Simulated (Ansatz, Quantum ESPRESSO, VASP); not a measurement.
**One structure in several programs: NaAsF6 (Fm-3m, 8 atoms in the cell)**

Self-consistent single point.

```
NaAsF6
1.0
    0.00000     3.96592     3.96592
    3.96592     0.00000     3.96592
    3.96592     3.96592     0.00000
Na As F
1 1 6
Cartesian
  3.96592   3.96592   3.96592
  0.00000   0.00000   0.00000
  3.96592   3.96592   6.19977
  3.96592   3.96592   1.73208
  6.19977   3.96592   3.96592
  1.73208   3.96592   3.96592
  3.96592   6.19977   3.96592
  3.96592   1.73208   3.96592
```

Shared settings, as Ansatz (a program for electronic structure) writes them: kpoints.mp_grid.grid = 4 4 4; magnetization.spin_orbit = true; scf.occupations.method = fixed. Potentials and cutoffs stand in the table.

```
code                                                                                                             model  pressure (GPa)  largest force (eV/Å)  gap on the mesh (eV)   cutoff
----------------  ----------------------------------------------------------------------------------------------------  --------------  --------------------  --------------------  -------
Quantum ESPRESSO  PBEsol, spin-orbit coupling, PseudoDojo fully relativistic norm-conserving (PBESOL) pseudopotentials            2.79                 0.291                 5.615    90 Ry
Ansatz                                                PBEsol with spin-orbit coupling, default PAW files made with PBE            2.32                 0.326                 5.676  default
VASP                                                   PBEsol, spin-orbit coupling, VASP's PBE PAW potentials (set 64)           -4.80                 0.597                 5.632   400 eV
```

Gaps are read on the mesh.

The spread over the programs that give each value: pressure within 7.59 GPa; largest force within 0.306 eV/Å; gap on the mesh within 0.061 eV.

Ansatz's pressure is given at a fixed set of plane waves, as the other plane-wave codes print theirs; with its correction for the finite basis it is 2.96 GPa (the shift of 0.64 GPa shows how far the cutoff is from converged). In the pressure, VASP (by 7.11) lies more than 1 GPa from the median of the plane-wave programs. In the force vectors, VASP (by 0.270) lies more than 0.08 eV/Å from the median of the plane-wave programs.

VASP's run is marked for a possible Pulay error in its stress at this cutoff; no cutoff test was made.

VASP ran the fixed occupations as a Gaussian smearing of 0.01 eV.

The starting cell comes from a database of computed structures (which also holds hypothetical and non-ambient phases and stackings), without a prior relaxation at this level. Its lattice was rescaled by a random factor within 2.5 % of one.

Left out of this page: SIESTA (not drawn, or without a comparable value).

Keys are those of Ansatz 0.2.
